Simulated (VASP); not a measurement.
An input for Quantum ESPRESSO's pw.x (written as the equivalent of a VASP run, and not itself run):

```
&CONTROL
  calculation = 'vc-relax'
  pseudo_dir = './pseudo'
  outdir = './out'
  tprnfor = .true.
  tstress = .true.
  nstep = 60
  forc_conv_thr = 0.00039
/
&SYSTEM
  ibrav = 0
  nat = 2
  ntyp = 2
  ecutwfc = 94
  occupations = 'smearing'
  smearing = 'methfessel-paxton'
  degauss = 0.00735
  input_dft = 'vdw-df-obk8'
  nspin = 2
  starting_magnetization(1) = 0.08
  starting_magnetization(2) = -0.08
/
&ELECTRONS
  conv_thr = 7.3e-08
  electron_maxstep = 100
/
&IONS
/
&CELL
/
ATOMIC_SPECIES
  Cr1 51.996 Cr.upf
  Cr2 51.996 Cr.upf
CELL_PARAMETERS angstrom
     2.8474768    0.0000000   -0.0000000
     0.0000000    2.8474768    0.0000000
    -0.0000000    0.0000000    2.8474768
ATOMIC_POSITIONS crystal
  Cr1  0.0000000  0.0000000  0.0000000
  Cr2  0.5000000  0.5000000  0.5000000
K_POINTS automatic
  12 12 12 0 0 0
```

### Question
Translate this input to VASP (INCAR, KPOINTS, POSCAR, choice of POTCAR).

### Answer
One answer among several that fit: 
POSCAR:
```
Cr
1
    2.8474768484     0.0000000000    -0.0000000000
    0.0000000000     2.8474768484     0.0000000000
   -0.0000000000     0.0000000000     2.8474768484
Cr
2
Direct
  0.0000000000   0.0000000000   0.0000000000
  0.5000000000   0.5000000000   0.5000000000
```

INCAR:
```
! general
SYSTEM   = Cr
PREC     = Accurate
ENCUT    = 520
LREAL    = .False.
LASPH    = .True.

! electronic loop
EDIFF    = 1E-6
NELM     = 100
ALGO     = Normal
LMAXMIX  = 4

! smearing
ISMEAR   = 1
SIGMA    = 0.1

! functional
GGA      = BO
LUSE_VDW = .True.
AGGAC    = 0.0
PARAM1   = 0.1833333333
PARAM2   = 0.22

! spin
ISPIN    = 2
MAGMOM   = 0.8 -0.8

! ions
IBRION   = 2
NSW      = 60
ISIF     = 3
EDIFFG   = -0.01

! output
LWAVE    = .False.
LCHARG   = .False.
LORBIT   = 10
```

File KPOINTS:
```
Regular mesh
0
gamma
  12 12 12
0 0 0
```

POTCAR, in this order: Cr_pv (PBE.64 set). Program: vasp_std.

What does not carry over: the potentials are each code's own (VASP's PAW set, PseudoDojo norm-conserving files in pw.x), so ENCUT and ecutwfc are chosen apart and not converted; conv_thr bounds pw.x's estimated SCF error, while EDIFF bounds the energy change between steps; starting_magnetization is a fraction of the valence charge and MAGMOM a moment in μB, so they match only roughly; forc_conv_thr acts on force components and is met together with etot_conv_thr.

The compound is Cr in the bcc, AFM order structure. This run relaxes it. Symmetry was kept, so distortions that lower it aren't found. The start is the result of an earlier pass.
